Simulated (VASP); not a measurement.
Method: PBEsol GGA, VASP's PBE PAW potentials (set 64) (plane waves; VASP).

A VASP calculation is set up with these files.

KPOINTS:
```
kpoints
0
Gamma
 7 7 4
```

File POSCAR:
```
MgI2
1
    2.0750000000    -3.5940050000     0.0000000000
    2.0750000000     3.5940050000     0.0000000000
    0.0000000000     0.0000000000     6.8600000000
Mg I
1 2
Direct
  0.0000000000   0.0000000000   0.0000000000
  0.3333330000   0.6666670000   0.2420000000
  0.6666670000   0.3333330000   0.7580000000
```

INCAR:
```
SYSTEM = MgI2
PREC = Accurate
ENCUT = 400
EDIFF = 1E-6
NELM = 100
ALGO = Normal
LREAL = .FALSE.
LASPH = .TRUE.
ISMEAR = 0
SIGMA = 0.05
GGA = PS
LMAXMIX = 4
LWAVE = .FALSE.
LCHARG = .FALSE.
IBRION = 2
ISIF = 3
NSW = 60
EDIFFG = -0.01
```

POTCAR, in this order: Mg I (PBE.64 set). Program: vasp_std.

The run wrote:

### OSZICAR
```
...
DAV:   9    -0.842052497951E+01    0.15407E-04   -0.70763E-04   860   0.191E-01    0.893E-02
DAV:  10    -0.842051708786E+01    0.78916E-05   -0.28429E-05   800   0.432E-02    0.379E-02
DAV:  11    -0.842051952477E+01   -0.24369E-05   -0.77009E-06   788   0.190E-02    0.286E-02
DAV:  12    -0.842051948893E+01    0.35842E-07   -0.87608E-07   584   0.563E-03
   1 F= -.84205195E+01 E0= -.84205195E+01  d E =-.842052E+01
       N       E                     dE             d eps       ncg     rms          rms(c)
DAV:   1    -0.842282280163E+01   -0.23033E-02   -0.47264E-02   708   0.117E+00    0.190E-01
DAV:   2    -0.842168120625E+01    0.11416E-02   -0.19545E-03   760   0.313E-01    0.957E-02
DAV:   3    -0.842133512668E+01    0.34608E-03   -0.75534E-04   800   0.148E-01    0.342E-02
DAV:   4    -0.842130676345E+01    0.28363E-04   -0.60690E-05   772   0.485E-02    0.356E-02
DAV:   5    -0.842130096123E+01    0.58022E-05   -0.18767E-05   868   0.276E-02    0.762E-03
DAV:   6    -0.842130110790E+01   -0.14668E-06   -0.22445E-06   568   0.974E-03
   2 F= -.84213011E+01 E0= -.84213011E+01  d E =-.781619E-03
       N       E                     dE             d eps       ncg     rms          rms(c)
DAV:   1    -0.842219946427E+01   -0.89850E-03   -0.21469E-02   704   0.792E-01    0.129E-01
DAV:   2    -0.842168223908E+01    0.51723E-03   -0.88758E-04   760   0.211E-01    0.634E-02
DAV:   3    -0.842152501390E+01    0.15723E-03   -0.34168E-04   796   0.998E-02    0.229E-02
DAV:   4    -0.842151234201E+01    0.12672E-04   -0.27846E-05   772   0.327E-02    0.244E-02
DAV:   5    -0.842150985609E+01    0.24859E-05   -0.84513E-06   832   0.186E-02    0.512E-03
DAV:   6    -0.842150994145E+01   -0.85363E-07   -0.95271E-07   404   0.659E-03
   3 F= -.84215099E+01 E0= -.84215099E+01  d E =-.990453E-03
       N       E                     dE             d eps       ncg     rms          rms(c)
DAV:   1    -0.842161214698E+01   -0.10229E-03   -0.26829E-03   708   0.280E-01    0.456E-02
DAV:   2    -0.842154752014E+01    0.64627E-04   -0.11100E-04   760   0.746E-02    0.225E-02
DAV:   3    -0.842152792698E+01    0.19593E-04   -0.42712E-05   792   0.353E-02    0.797E-03
DAV:   4    -0.842152651775E+01    0.14092E-05   -0.35026E-06   764   0.116E-02    0.859E-03
DAV:   5    -0.842152625486E+01    0.26289E-06   -0.90054E-07   408   0.654E-03
   4 F= -.84215263E+01 E0= -.84215263E+01  d E =-.100677E-02
       N       E                     dE             d eps       ncg     rms          rms(c)
DAV:   1    -0.842316795859E+01   -0.16414E-02   -0.47295E-02   696   0.116E+00    0.144E-01
DAV:   2    -0.842232410819E+01    0.84385E-03   -0.12690E-03   800   0.261E-01    0.828E-02
DAV:   3    -0.842193691499E+01    0.38719E-03   -0.10502E-03   776   0.179E-01    0.446E-02
DAV:   4    -0.842193618754E+01    0.72744E-06   -0.36014E-05   784   0.429E-02    0.413E-02
DAV:   5    -0.842193366604E+01    0.25215E-05   -0.78773E-06   800   0.184E-02    0.112E-02
DAV:   6    -0.842193408946E+01   -0.42342E-06   -0.15025E-06   508   0.780E-03
   5 F= -.84219341E+01 E0= -.84219341E+01  d E =-.407835E-03
       N       E                     dE             d eps       ncg     rms          rms(c)
DAV:   1    -0.842233102884E+01   -0.39736E-03   -0.13078E-02   696   0.612E-01    0.760E-02
DAV:   2    -0.842209835424E+01    0.23267E-03   -0.34967E-04   800   0.137E-01    0.433E-02
DAV:   3    -0.842199117612E+01    0.10718E-03   -0.29022E-04   776   0.942E-02    0.235E-02
DAV:   4    -0.842199092981E+01    0.24631E-06   -0.10007E-05   784   0.226E-02    0.218E-02
DAV:   5    -0.842199018265E+01    0.74715E-06   -0.20286E-06   536   0.981E-03
   6 F= -.84219902E+01 E0= -.84219902E+01  d E =-.463928E-03
       N       E                     dE             d eps       ncg     rms          rms(c)
DAV:   1    -0.842219972668E+01   -0.20880E-03   -0.11292E-02   676   0.601E-01    0.536E-02
DAV:   2    -0.842216598485E+01    0.33742E-04   -0.46009E-04   744   0.144E-01    0.265E-02
DAV:   3    -0.842214096279E+01    0.25022E-04   -0.37518E-05   760   0.366E-02    0.126E-02
DAV:   4    -0.842213611177E+01    0.48510E-05   -0.79107E-06   780   0.166E-02    0.114E-02
DAV:   5    -0.842213542616E+01    0.68561E-06   -0.13183E-06   428   0.822E-03
   7 F= -.84221354E+01 E0= -.84221354E+01  d E =-.145244E-03
       N       E                     dE             d eps       ncg     rms          rms(c)
DAV:   1    -0.842305180491E+01   -0.91569E-03   -0.10128E-01   672   0.180E+00    0.158E-01
DAV:   2    -0.842275538864E+01    0.29642E-03   -0.41204E-03   740   0.432E-01    0.763E-02
DAV:   3    -0.842253267868E+01    0.22271E-03   -0.33073E-04   760   0.109E-01    0.379E-02
DAV:   4    -0.842248897977E+01    0.43699E-04   -0.72897E-05   792   0.502E-02    0.348E-02
DAV:   5    -0.842248361336E+01    0.53664E-05   -0.13516E-05   812   0.242E-02    0.669E-03
DAV:   6    -0.842248352196E+01    0.91403E-07   -0.18135E-06   408   0.883E-03
   8 F= -.84224835E+01 E0= -.84224835E+01  d E =-.493339E-03
       N       E                     dE             d eps       ncg     rms          rms(c)
DAV:   1    -0.842509302862E+01   -0.26094E-02   -0.40440E-01   672   0.360E+00    0.315E-01
DAV:   2    -0.842394425898E+01    0.11488E-02   -0.16434E-02   736   0.863E-01    0.154E-01
DAV:   3    -0.842305928100E+01    0.88498E-03   -0.12910E-03   756   0.216E-01    0.747E-02
DAV:   4    -0.842287680447E+01    0.18248E-03   -0.30454E-04   784   0.102E-01    0.688E-02
DAV:   5    -0.842285609327E+01    0.20711E-04   -0.54724E-05   832   0.487E-02    0.148E-02
DAV:   6    -0.842285579038E+01    0.30289E-06   -0.90379E-06   784   0.180E-02
   9 F= -.84228558E+01 E0= -.84228558E+01  d E =-.865608E-03
       N       E                     dE             d eps       ncg     rms          rms(c)
DAV:   1    -0.842319665813E+01   -0.34056E-03   -0.54465E-02   672   0.132E+00    0.116E-01
DAV:   2    -0.842303931629E+01    0.15734E-03   -0.22147E-03   736   0.317E-01    0.558E-02
DAV:   3    -0.842292006752E+01    0.11925E-03   -0.17525E-04   756   0.795E-02    0.276E-02
DAV:   4    -0.842289604166E+01    0.24026E-04   -0.40616E-05   788   0.373E-02    0.250E-02
DAV:   5    -0.842289331740E+01    0.27243E-05   -0.76137E-06   796   0.181E-02    0.494E-03
DAV:   6    -0.842289333040E+01   -0.13000E-07   -0.10083E-06   384   0.663E-03
  10 F= -.84228933E+01 E0= -.84228933E+01  d E =-.903148E-03
       N       E                     dE             d eps       ncg     rms          rms(c)
DAV:   1    -0.842814197968E+01   -0.52487E-02   -0.12155E-01   680   0.181E+00    0.366E-01
DAV:   2    -0.842376654560E+01    0.43754E-02   -0.72366E-03   704   0.516E-01    0.167E-01
DAV:   3    -0.842264639304E+01    0.11202E-02   -0.33464E-03   704   0.289E-01    0.115E-01
DAV:   4    -0.842262979628E+01    0.16597E-04   -0.58652E-05   900   0.599E-02    0.111E-01
DAV:   5    -0.842259916216E+01    0.30634E-04   -0.82086E-05   728   0.518E-02    0.194E-02
DAV:   6    -0.842259877529E+01    0.38688E-06   -0.45181E-06   772   0.147E-02
  11 F= -.84225988E+01 E0= -.84225988E+01  d E =0.294555E-03
       N       E                     dE             d eps       ncg     rms          rms(c)
DAV:   1    -0.842621473299E+01   -0.36156E-02   -0.72445E-02   692   0.140E+00    0.287E-01
DAV:   2    -0.842360837636E+01    0.26064E-02   -0.43045E-03   704   0.397E-01    0.127E-01
DAV:   3    -0.842294635891E+01    0.66202E-03   -0.19992E-03   700   0.223E-01    0.872E-02
DAV:   4    -0.842293911936E+01    0.72395E-05   -0.35517E-05   900   0.466E-02    0.831E-02
DAV:   5    -0.842292112998E+01    0.17989E-04   -0.49566E-05   728   0.400E-02    0.170E-02
DAV:   6    -0.842292167384E+01   -0.54386E-06   -0.26997E-06   772   0.114E-02
  12 F= -.84229217E+01 E0= -.84229217E+01  d E =-.283434E-04
```

**OUTCAR**
```
------------------------ aborting loop because EDIFF is reached ----------------------------------------
  FORCE on cell =-STRESS in cart. coord.  units (eV):
  Direction    XX          YY          ZZ          XY          YZ          ZX
  --------------------------------------------------------------------------------------
  Total       -0.0006564     -0.0006564     -0.0021667      0.0000000      0.0000000     -0.0000000
  in kB       -0.0101536     -0.0101536     -0.0335168      0.0000000      0.0000000     -0.0000000
  external PRESSURE =      -0.0179413 kB  Pullay stress =       0.0000000 kB
  volume of cell :      103.57
      direct lattice vectors                 reciprocal lattice vectors
     2.064239257 -3.575366853  0.000000000     0.242219984 -0.139845789 -0.000000000
     2.064239257  3.575366853 -0.000000000     0.242219984  0.139845789  0.000000000
    -0.000000000 -0.000000000  7.016604501     0.000000000  0.000000000  0.142519077
 POSITION                                       TOTAL-FORCE (eV/Angst)
 -----------------------------------------------------------------------------------
      0.00000      0.00000     -0.00000        -0.000000      0.000000     -0.000000
      2.06424      1.19179      1.66873         0.000000      0.000000     -0.001417
      2.06424     -1.19179      5.34787        -0.000000     -0.000000      0.001417
 -----------------------------------------------------------------------------------
    total drift:                               -0.000000     -0.000000      0.000000
  FREE ENERGIE OF THE ION-ELECTRON SYSTEM (eV)
  ---------------------------------------------------
  free  energy   TOTEN  =        -8.4229216738 eV

  energy  without entropy=       -8.4229216738  energy(sigma->0) =       -8.42292167

 reached required accuracy - stopping structural energy minimisation
```
(Selected blocks of OUTCAR.)

File CONTCAR:
```
MgI2
   1.00000000000000
     2.0642392569634374   -3.5753668530207676    0.0000000000000000
     2.0642392569634374    3.5753668530207676   -0.0000000000000000
    -0.0000000000000000   -0.0000000000000000    7.0166045009423907
  Mg              I
     1     2
Direct
     0.0000000000000000    0.0000000000000000    0.0000000000000000
     0.3333330000000032    0.6666669999999968    0.2378265044654586
     0.6666669999999968    0.3333330000000032    0.7621734955345413
```

OUTCAR:
```
 val. band max:        2.0794630141   @ k =   0.0000   0.0000   0.0000

 cond. band min:       5.6442506759   @ k =  -0.0000   0.4286   0.2500


 Fermi energy:         2.3079865176

 k-point     1 :       0.0000    0.0000    0.0000
  band No.  band energies     occupation
      1     -10.0004      2.00000
      2      -9.3179      2.00000
      3      -1.4335      2.00000
      4       1.7159      2.00000
      5       1.7159      2.00000
      6       2.0181      2.00000
      7       2.0795      2.00000
      8       2.0795      2.00000
      9       5.7739      0.00000
     10       6.8302      0.00000
     11       8.8102      0.00000
     12       8.8102      0.00000

 k-point     2 :       0.1429   -0.0000    0.0000
  band No.  band energies     occupation
      1      -9.8923      2.00000
      2      -9.2585      2.00000
      3      -1.2900      2.00000
      4       0.9010      2.00000
      5       1.3724      2.00000
      6       1.4674      2.00000
      7       1.9704      2.00000
      8       2.0342      2.00000
      9       6.5356      0.00000
     10       7.4494      0.00000
     11       8.1861      0.00000
     12       9.1246      0.00000

 k-point     3 :       0.2857   -0.0000    0.0000
  band No.  band energies     occupation
      1      -9.6155      2.00000
      2      -9.1316      2.00000
      3      -1.0327      2.00000
      4      -0.3245      2.00000
      5       0.3443      2.00000
      6       1.0600      2.00000
      7       1.7440      2.00000
      8       1.8454      2.00000
      9       6.4064      0.00000
     10       7.5020      0.00000
     11       8.2162      0.00000
     12       9.3090      0.00000

 k-point     4 :       0.4286   -0.0000    0.0000
  band No.  band energies     occupation
      1      -9.3257      2.00000
      2      -9.0652      2.00000
      3      -1.4453      2.00000
      4      -0.7364      2.00000
      5       0.1852      2.00000
      6       0.7990      2.00000
...
```

Without a dispersion term in the relaxation, distances and binding between the weakly bound layers, chains or molecules are unreliable, and so is what depends on them. Unless said otherwise, spin-orbit coupling is left out, though it shifts the bands of the heavy elements here.

The compound is MgI2 in the 1T layered structure. This run relaxes it. Symmetry was kept, so distortions that lower it aren't found.
